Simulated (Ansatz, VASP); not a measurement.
# WS2 (Tungstenite) in two plane-wave programs

Aim: how closely do two programs agree when they are given the same cell, functional and k mesh? The cell is taken from a series of runs on this material, whose earlier steps may have relaxed, scaled, displaced or heated it; both programs get it as it stands. Valence electrons are named where the data sets of a main pair hold unlike numbers.

Calculated with Ansatz 0.2.0; plane waves, with VASP 6.6.1 beside it; single point at PBE and single point at r2SCAN.

## 1. The structure

It takes space group P6_3/mmc (No. 194, hexagonal). The conventional cell has a = 3.153 Å, b = 3.153 Å, c = 12.323 Å, α = 90.00°, β = 90.00°, γ = 120.00°. Nearest to W lie 6 S at 2.40 Å. S has 3 W at 2.40 Å nearest. Farther neighbours and most contacts between anions are not listed.

As a file:

```cif
data_structure
_symmetry_space_group_name_H-M 'P6_3/mmc'
_symmetry_Int_Tables_number 194
_cell_length_a 3.1532
_cell_length_b 3.1532
_cell_length_c 12.3230
_cell_angle_alpha 90.000
_cell_angle_beta 90.000
_cell_angle_gamma 120.000
_cell_volume 106.11
loop_
_atom_site_label
_atom_site_type_symbol
_atom_site_symmetry_multiplicity
_atom_site_Wyckoff_symbol
_atom_site_fract_x
_atom_site_fract_y
_atom_site_fract_z
_atom_site_occupancy
W1 W 2 c 0.66667 0.33333 0.75000 1
S1 S 4 f 0.66667 0.33333 0.37750 1
```

## 2. VASP: single point, PBE

With cell and atoms fixed, the geometry can't cause a difference; cores, projectors, grids and the points listed under the comparison can.

Lines of VASP's logs that name or quote its potential files are left out, and so is its time.

The input, INCAR:

```
SYSTEM = WS2
PREC = Accurate
ENCUT = 400
EDIFF = 1E-06
NELM = 100
ISMEAR = 0
SIGMA = 0.03
LREAL = .FALSE.
ALGO = Normal
GGA = PE
NBANDS = 24
LASPH = .TRUE.
LORBIT = 11
LWAVE = .FALSE.
LCHARG = .FALSE.
KPAR = 2
ISIF = 2
```

The input, POSCAR:

```
WS2
1.0
    3.1532000000      0.0000000000      0.0000000000
   -1.5766000000      2.7307513032      0.0000000000
    0.0000000000      0.0000000000     12.3230000000
W S
2 4
Direct
    0.6666666667      0.3333333333      0.7500000000
    0.3333333333      0.6666666667      0.2500000000
    0.6666666667      0.3333333333      0.3775000000
    0.3333333333      0.6666666667      0.8775000000
    0.6666666667      0.3333333333      0.1225000000
    0.3333333333      0.6666666667      0.6225000000
```

The input, KPOINTS:

```
Automatic mesh
0
Gamma
8 8 2
0 0 0
```

PAW data sets: W and S (PBE family, release 64).

On the command line:

```bash
> mpirun -np 2 vasp_std
```

Numbers of over 12 decimals in the logs are rounded to 6 here.

Log:

```text
[banner, memory and clock lines left out]
running    2 mpi-ranks, on    1 nodes
 distrk:  each k-point on    1 cores,    2 groups
 distr:  one band on    1 cores,    1 groups

 POSCAR found type information on POSCAR W S
 POSCAR found :  2 types and       6 ions
 LDA part: xc-table for (Slater+PW92), standard interpolation
 POSCAR, INCAR and KPOINTS ok, starting setup
 FFT: planning ... GRIDC
 FFT: planning ... GRID_SOFT
 FFT: planning ... GRID
 WAVECAR not read
 entering main loop
       N       E                     dE             d eps       ncg     rms          rms(c)
DAV:   1     0.159608646858E+03    0.15961E+03   -0.14038E+04   960   0.108E+03
DAV:   2    -0.376874842345E+02   -0.19730E+03   -0.18836E+03  1344   0.253E+02
DAV:   3    -0.498870566876E+02   -0.12200E+02   -0.12113E+02  1288   0.626E+01
DAV:   4    -0.501368791397E+02   -0.24982E+00   -0.24890E+00  1288   0.981E+00
DAV:   5    -0.501438176138E+02   -0.69385E-02   -0.69325E-02  1296   0.147E+00    0.403E+01
DAV:   6    -0.477444227914E+02    0.23994E+01   -0.11009E+01  1392   0.164E+01    0.183E+01
DAV:   7    -0.474581747741E+02    0.28625E+00   -0.34596E+00  1272   0.106E+01    0.903E+00
DAV:   8    -0.473322804160E+02    0.12589E+00   -0.45589E-01  1368   0.426E+00    0.141E+00
DAV:   9    -0.473278883028E+02    0.43921E-02   -0.66917E-02  1296   0.142E+00    0.569E-01
DAV:  10    -0.473262555214E+02    0.16328E-02   -0.15666E-02  1376   0.710E-01    0.342E-01
DAV:  11    -0.473262373806E+02    0.18141E-04   -0.18055E-03  1320   0.257E-01    0.106E-01
DAV:  12    -0.473262517825E+02   -0.14402E-04   -0.40924E-04  1320   0.125E-01    0.556E-02
DAV:  13    -0.473262596319E+02   -0.78494E-05   -0.29304E-05  1280   0.315E-02    0.173E-02
DAV:  14    -0.473262591966E+02    0.43528E-06   -0.17778E-06  1008   0.758E-03
   1 F= -.47326259E+02 E0= -.47326259E+02  d E =-.271312E-12
```

From OUTCAR (step 2):

```text
ion  position               nearest neighbor table
   1  0.667  0.333  0.750-   4 2.40   6 2.40   4 2.40   6 2.40   4 2.40   6 2.40
   2  0.333  0.667  0.250-   3 2.40   5 2.40   3 2.40   5 2.40   3 2.40   5 2.40
   3  0.667  0.333  0.377-   2 2.40   2 2.40   2 2.40
   4  0.333  0.667  0.877-   1 2.40   1 2.40   1 2.40
   5  0.667  0.333  0.123-   2 2.40   2 2.40   2 2.40
   6  0.333  0.667  0.623-   1 2.40   1 2.40   1 2.40

  LATTYP: Found a hexagonal cell.
 ALAT       =     3.1532000000
 C/A-ratio  =     3.9080933655

 Subroutine GETGRP returns: Found 24 space group operations
 (whereof 12 operations were pure point group operations)

The static configuration has the point symmetry D_3d.
 The point group associated with its full space group is D_6h.

 Found     20 irreducible k-points:

   k-points           NKPTS =     20   k-points in BZ     NKDIM =     20   number of bands    NBANDS=     24

   dimension x,y,z NGX =    24 NGY =   24 NGZ =   80
   dimension x,y,z NGXF=    48 NGYF=   48 NGZF=  160

   ENCUT  =  400.0 eV  29.40 Ry    5.42 a.u.   5.14  5.14 20.10*2*pi/ulx,y,z

   NELECT =      36.0000    total number of electrons

 k-points in reciprocal lattice and weights: Automatic mesh
   0.00000000  0.00000000  0.00000000       0.008
   0.12500000 -0.00000000  0.00000000       0.047
   0.25000000 -0.00000000  0.00000000       0.047
   0.37500000 -0.00000000  0.00000000       0.047
   0.50000000 -0.00000000  0.00000000       0.023
   0.12500000  0.12500000  0.00000000       0.047
   0.25000000  0.12500000  0.00000000       0.094
   0.37500000  0.12500000  0.00000000       0.094
   0.25000000  0.25000000  0.00000000       0.047
[...]
0.25000000  0.25000000  0.50000000       0.047
   0.37500000  0.25000000  0.50000000       0.047

 average (electrostatic) potential at core
       1 -39.8907       2 -39.8907       3 -85.6957       4 -85.6957       5 -85.6957
       6 -85.6957

 E-fermi :   6.5215

 k-point     1 :       0.0000    0.0000    0.0000
  band No.  band energies     occupation
    ...
     14       4.2349      2.00000
     15       4.2349      2.00000
     16       4.9084      2.00000
     17       5.1781      2.00000
     18       6.3873      2.00000
     19       8.7278      0.00000
     20       8.7282      0.00000
     21       8.7407      0.00000
     22       8.7415      0.00000
     23       8.7759      0.00000
    ...

 k-point     2 :       0.1250   -0.0000    0.0000
  band No.  band energies     occupation
    ...
     14       3.8534      2.00000
     15       4.1931      2.00000
     16       5.0669      2.00000
     17       5.1879      2.00000
     18       5.8972      2.00000
     19       8.2778      0.00000
     20       8.5406      0.00000
     21       8.5702      0.00000
     22       8.6741      0.00000
     23       8.7370      0.00000
    ...

 k-point     3 :       0.2500   -0.0000    0.0000
  band No.  band energies     occupation
    ...
     14       3.7866      2.00000
     15       3.8543      2.00000
     16       4.5272      2.00000
     17       4.7782      2.00000
     18       4.9178      2.00000
     19       7.7610      0.00000
     20       8.2551      0.00000
     21       8.4796      0.00000
     22       8.7001      0.00000
     23       8.8334      0.00000
    ...

  Total        2.4294307      2.4294307      2.4935938      0.0000000      0.0000000      0.0000000
  in kB       36.6830109     36.6830109     37.6518369      0.0000000      0.0000000      0.0000000
  external PRESSURE =      37.0059529 kB  Pullay stress =       0.0000000 kB

  energy-cutoff  :      400.00
  volume of cell :      106.11
      direct lattice vectors                 reciprocal lattice vectors
     3.153200000  0.000000000  0.000000000     0.317138145  0.183099794  0.000000000
    -1.576600000  2.730751303  0.000000000     0.000000000  0.366199587  0.000000000
     0.000000000  0.000000000 12.323000000     0.000000000  0.000000000  0.081149071

 POSITION                                       TOTAL-FORCE (eV/Angst)
 -----------------------------------------------------------------------------------
      1.57660      0.91025      9.24225        -0.000000      0.000000      0.000000
     -0.00000      1.82050      3.08075         0.000000      0.000000      0.000000
      1.57660      0.91025      4.65193        -0.000000      0.000000      0.057972
     -0.00000      1.82050     10.81343         0.000000     -0.000000      0.057972
      1.57660      0.91025      1.50957        -0.000000      0.000000     -0.057972
     -0.00000      1.82050      7.67107         0.000000     -0.000000     -0.057972
 -----------------------------------------------------------------------------------
    total drift:                               -0.000000      0.000000     -0.000000

  FREE ENERGIE OF THE ION-ELECTRON SYSTEM (eV)
  ---------------------------------------------------
  free  energy   TOTEN  =       -47.3262591966 eV

  energy  without entropy=      -47.3262591966  energy(sigma->0) =      -47.32625920

 total charge
# of ion       s       p       d       tot
------------------------------------------
    1        0.570   0.722   4.273   5.565
    2        0.570   0.722   4.273   5.565
    3        1.361   2.363   0.000   3.724
    4        1.361   2.363   0.000   3.724
    5        1.361   2.363   0.000   3.724
    6        1.361   2.363   0.000   3.724
--------------------------------------------------
tot          6.584  10.897   8.545  26.026

[... 3 further parts left out ...]
```

This run has no spin polarisation, so a moment on W, if there is one, isn't seen. The gap is read on the k-mesh alone, so it is an upper bound where the band edges lie off the mesh. The data set W keeps the semicore shell frozen, which is cheaper and a little less accurate.

## 3. Ansatz: single point, PBE

Ansatz runs on its default PAW (the set named soft_2) files.

The same cell, functional, mesh and smearing now go to Ansatz, which takes its cutoff from its data sets.

The input, input.yaml:

```yaml
crystal:
  lattice:
    - [3.1532, 0.0, 0.0]
    - [-1.5766, 2.7307513032, 0.0]
    - [0.0, 0.0, 12.323]
  atoms:
    - { symbol: W, position: [0.6666666667, 0.3333333333, 0.75] }
    - { symbol: W, position: [0.3333333333, 0.6666666667, 0.25] }
    - { symbol: S, position: [0.6666666667, 0.3333333333, 0.3775] }
    - { symbol: S, position: [0.3333333333, 0.6666666667, 0.8775] }
    - { symbol: S, position: [0.6666666667, 0.3333333333, 0.1225] }
    - { symbol: S, position: [0.3333333333, 0.6666666667, 0.6225] }
hamiltonian:
  xc: pbe
  pseudopotentials: { kind: paw }
kpoints:
  mp_grid: { grid: [8, 8, 2] }
  band_path:
    path:
      - [0.0, 0.0, 0.0]
      - [0.14286, 0.0, 0.0]
      - [0.28571, 0.0, 0.0]
      - [0.5, 0.0, 0.0]
      - [0.47619, 0.04762, 0.0]
      - [0.40476, 0.19048, 0.0]
      - [0.35714, 0.28571, 0.0]
      - [0.28571, 0.28571, 0.0]
      - [0.19048, 0.19048, 0.0]
      - [0.04762, 0.04762, 0.0]
      - [0.0, 0.0, 0.0]
      - [0.0, 0.0, 0.14286]
      - [0.0, 0.0, 0.35714]
      - [0.0, 0.0, 0.5]
      - [0.14286, 0.0, 0.5]
      - [0.28571, 0.0, 0.5]
      - [0.5, 0.0, 0.5]
      - [0.47619, 0.04762, 0.5]
      - [0.40476, 0.19048, 0.5]
      - [0.35714, 0.28571, 0.5]
      - [0.33333, 0.33333, 0.5]
      - [0.19048, 0.19048, 0.5]
      - [0.09524, 0.09524, 0.5]
      - [0.5, 0.0, 0.5]
      - [0.5, 0.0, 0.35714]
      - [0.5, 0.0, 0.14286]
      - [0.5, 0.0, 0.0]
      - [0.33333, 0.33333, 0.14286]
      - [0.33333, 0.33333, 0.28571]
      - [0.33333, 0.33333, 0.5]
    npoints: 1
scf:
  occupations: { method: gaussian, width: 0.03 }
  n_extra_bands: 9
output:
  forces: true
  stress: true
  eigenvalues: true
  write_density: true
  write_potential: true
  elf: true
  volumetric_format: npy
```

On the command line:

```bash
> ansatz run input.yaml --threads 4 --pin off --max-ram 9216MiB --backend cpu --events-out ev --progress --plain --runs-dir out
```

Log:

```text
scf.n_extra_bands = 9 over 26 filled bands (N_el = 52.0): the run solves 35 bands
Engine: ansatz 0.2.0, x86_64-unknown-linux-gnu
Pseudopotentials: kind: paw
Pseudopotential: W, paw, valence charge 14, recommended cutoff 420 eV (normal), W.paw.azcp
Pseudopotential: S, paw, valence charge 6, recommended cutoff 420 eV (normal), S.paw.azcp
Functional definition: PBE
  parameter kappa = 0.804
  parameter beta = 0.066725
  exchange = pbe_x(kappa = kappa, mu = beta*pi^2/3)
  correlation = pbe_c(beta = beta)
Crystal: 6 atoms, lattice volume = 106.108 Å³
Basis set: ecut = 420 eV, 2057 PW (Γ), exchange–correlation on 48×48×180 points (8 copies of the dense FFT grid, shifted against one another)
Bands: 35, of which v1, the nominal top of the filled ones, is band 26 counted from 1 (25 counted from 0)
Symmetry: 24 space group operations
Space group: P63/mmc (ITA 194), of the structure as read, at distance tolerance 4.7e-5 Å
k-points: 20 of 128
Non-local potential: W, projectors of the file, l = 0: 3, l = 1: 2, l = 2: 2, l = 3: 1
Non-local potential: S, projectors of the file, l = 0: 2, l = 1: 2, l = 2: 2
PAW form: soft (Blöchl's): semilocal exchange-correlation on the pseudo side does not see the compensation charge
PAW one-centre angular grid: W, 590 points (default); XC on 64 Gauss nodes
PAW one-centre angular grid: S, 110 points (default); XC on 64 Gauss nodes
Initial density: superposition of atomic densities (neutral atoms: chi_scale 0, normalization atom), corrected by the library's trained network
Initial wavefunctions: pseudopotential atomic-orbital guess
Functional: x = pbe(κ = 0.804, μ = 0.219515), c = pbe(β = 0.066725)
SCF iter   1: F=—  HF=-24382.733604 eV  |F-HF|=—  |Δ(HF+E_count)|=         —  Δρ=5.18e-3  dr2=1.26e-2  ethr=1.77e-3  ⟨swp⟩=6.7  Hψ=3335  notcnv=0
preconditioner: auto → Resta (q_TF=auto, 2.423 Å⁻¹)  ε∞=6.5  [insulator: Δε(μ)=1.124 eV  Ē_g=9.199 eV  σ=0.030 eV  W_gap=1.00  n_scr=26 (ndim 8)  ℏωp=21.6 eV  f_vac=0.016  D(μ)=0.00/eV (n_scr^D=0)  ε∞_Penn≈6.5]
SCF iter   2: F=—  HF=-24382.738529 eV  |F-HF|=—  |Δ(HF+E_count)|=   4.92e-3  Δρ=2.81e-3  dr2=2.26e-3  ethr=2.42e-5  ⟨swp⟩=2.0  Hψ=1228  notcnv=0  defer=32
SCF iter   3: F=—  HF=-24382.742630 eV  |F-HF|=—  |Δ(HF+E_count)|=   4.10e-3  Δρ=9.64e-4  dr2=3.65e-4  ethr=4.34e-6  ⟨swp⟩=2.0  Hψ=971  notcnv=0  defer=32
SCF iter   4: F=—  HF=-24382.743146 eV  |F-HF|=—  |Δ(HF+E_count)|=   5.17e-4  Δρ=7.92e-5  dr2=1.33e-5  ethr=7.01e-7  ⟨swp⟩=2.0  Hψ=990  notcnv=0  defer=32
SCF iter   5: F=—  HF=-24382.743294 eV  |F-HF|=—  |Δ(HF+E_count)|=   1.48e-4  Δρ=2.47e-5  dr2=7.92e-7  ethr=2.55e-8  ⟨swp⟩=2.0  Hψ=945  notcnv=0  defer=32
SCF iter   6: F=-24382.743294 eV  HF=-24382.743294 eV  |F-HF|=1.64e-8  |Δ(HF+E_count)|=   2.63e-7  Δρ=8.11e-6  dr2=9.51e-8  ethr=1.92e-10  ⟨swp⟩=14.3  Hψ=5139  notcnv=0
SCF 1 converged in 6 iterations: F = -24382.743294 eV  dr2 = 9.51e-8
  greatest PAW one-centre occupation: 1.000 electrons in one spin orbital (limit 2), on the W atom at site 1 (counted from 0), in its partial waves of l = 0
NSCF: frozen V_eff on 30 k-points
SCF converged after 6 iterations
Free energy (F): -24382.743294 eV
Harris-Foulkes:  -24382.743294 eV  (|F-HF|=1.64e-8)
Internal energy: -24382.743294 eV  (E = F + TS)
E sigma→0 (E₀):  -24382.743294 eV
Fermi energy:    12.336480 eV
--- Per-component energies (eV) ---
  E_band       = -370.212564
  E_kinetic    = 1334.908059
  E_local      = -3493.845520  (includes V_loc(G=0)·N_el)
  E_nonlocal   = 114.809447
  E_hartree    = 1387.810632
  E_xc         = -925.295588
  E_vxc        = -831.407029  (∫ρ·V_xc dr)
  E_paw        = -19526.365257  (= ΣΔE_a)
  E_vpaw       = -270.293416  (= ΣTr[D̂ρ^β])
  E_aug_tail   = -0.000124  (compensation charges beyond the density's cutoff)
  E_ewald      = -3274.764942
  E_smearing   = -0.000000  (= −TS)
  E_closure    = 0.000000  (closes the sum)
  Σ components = -24382.743294   (vs F -24382.743294, Δ=0.00e0)
--- Forces (eV/Å), atoms counted from 1 ---
  atom   1  W      0.00000000     0.00000000     0.00000000
  atom   2  W     -0.00000000    -0.00000000    -0.00000000
  atom   3  S     -0.00000000     0.00000000     0.11228160
  atom   4  S     -0.00000000    -0.00000000     0.11228160
  atom   5  S      0.00000000     0.00000000    -0.11228160
  atom   6  S     -0.00000000    -0.00000000    -0.11228160
  max |Σ_I F_I| component: 2.78e-17 eV/Å
--- Stress (GPa, compression-positive) ---
        4.379659       0.000000      -0.000000
        0.000000       4.379659       0.000000
       -0.000000       0.000000       4.349896
  P = ⅓ Tr σ = 4.3697 GPa (43.697 kbar)
--- Band table (eV; the first three rows and the last of 20) ---
  k-point 0: bands = [... 22 lower, 9.5826, 10.2601, 10.5466, 11.7728, 14.0829, 14.0829, 14.0935, 14.0935, ... 5 higher]
  k-point 1: bands = [... 22 lower, 9.5558, 9.5558, 11.4547, 11.4547, 14.0756, 14.0756, 14.0756, 14.0756, ... 5 higher]
  k-point 2: bands = [... 22 lower, 9.5452, 10.4270, 10.5573, 11.2765, 13.6350, 13.9004, 13.9272, 14.0364, ... 5 higher]
  k-point 19: bands = [... 22 lower, 8.7688, 8.7688, 10.9432, 10.9432, 13.3400, 13.3400, 14.4512, 14.4512, ... 5 higher]
```

In the SCF lines HF is the Harris–Foulkes energy and dr2 the Hartree energy of the density residual, in eV; the loop may stop once dr2 is under the threshold and the program's other checks hold. Hψ counts applications of the Hamiltonian.

## 4. Side by side

Known differences besides the potentials themselves: the data sets hold 52 valence electrons in Ansatz (on its default PAW (the set named soft_2) files) and 36 in VASP; the cutoff is 420 eV in Ansatz and 400 eV in VASP. Total energies have different zeros and are not compared.

Both answers:

```csv
quantity,Ansatz,VASP,difference
pressure (GPa),4.37,3.70,+0.67
gap on the k mesh (eV),1.129,1.152,-0.022
```

Forces (eV/Å; atoms numbered as in POSCAR):

```csv
atom,"Ansatz x, y, z","VASP x, y, z"
W1,"0.000, 0.000, 0.000","0.000, 0.000, 0.000"
W2,"0.000, 0.000, 0.000","0.000, 0.000, 0.000"
S3,"0.000, 0.000, 0.112","0.000, 0.000, 0.058"
S4,"0.000, 0.000, 0.112","0.000, 0.000, 0.058"
S5,"0.000, 0.000, -0.112","0.000, 0.000, -0.058"
S6,"0.000, 0.000, -0.112","0.000, 0.000, -0.058"
```

The forces differ by 26 meV/Å r.m.s., which is 93.7 % of the r.m.s. force of 0.027 eV/Å (both taken over all components). A gap on the mesh is an upper bound, since the band edges may lie between its points; neither run holds spin-orbit coupling, which can move the band edges of a compound of W.

## 5. Further runs

Further runs change the set-up of one program: Ansatz's method, potentials or start, or VASP's data sets, cutoff or form of LDA. The table gives Ansatz less VASP for each quantity, since a change that brings one quantity closer may part another.

```csv
run,r.m.s. force difference (meV/Å),pressure (GPa),gap on the k mesh (eV)
as above,26,0.67,-0.022
VASP with the data sets W_sv_GW and S_GW and a cutoff of 520 eV,5.2,0.45,3.1e-4
VASP with the data sets W and S_h and a cutoff of 650 eV,16,0.43,-0.016
```

(Part 1 of 2 ends here.)

[Lines on the potential files, build, host, timing and source positions are cut from VASP's logs without a mark.]

[Logs are printed without paths, hosts, clocks, repeated set-up lines and the standing remarks that a program may print on its own settings, such as how far it seeks lower states.]

[Hosts, paths, dates, database ids (printed as entryN), source tags and the programs' standing remarks are cut or masked in the printed files.]
